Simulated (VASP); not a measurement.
Given:

```xyz
5
Lattice="5.4723 0.0000 0.0000 0.0000 5.4723 0.0000 0.0000 0.0000 5.4723" Properties=species:S:1:pos:R:3 pbc="T T T"
Cs     0.0000     0.0000     0.0000
Pb     2.7362     2.7362     2.7362
Cl     2.7362     0.0000     2.7362
Cl     0.0000     2.7362     2.7362
Cl     2.7362     2.7362     0.0000
```

All values below come from LDA (Ceperley-Alder, Perdew-Zunger), VASP's LDA PAW potentials (set 64) (plane waves; VASP 6.6.1). Run with 520 eV cut-off, 4×4×4 Γ-centred mesh, Gaussian smearing of 0.050 eV, potentials Cs_sv Pb_d Cl.

### Question
The job: CsPbCl3 (cubic perovskite), 5 atoms, LDA, static run, 520 eV, 4×4×4 Γ-centred mesh. Roughly how much core time does it take on a busy server core?

### Answer
About 20 core-seconds (one run on a shared machine, a rough figure). It had 10 irreducible k-points, 26 bands, up to 4468 plane waves and 14 electronic steps.

The compound is CsPbCl3 in the cubic perovskite structure, the ideal cubic form; the compound distorts at low or room temperature. This cell is one point of a volume scan, at 0.97 of the reference volume.
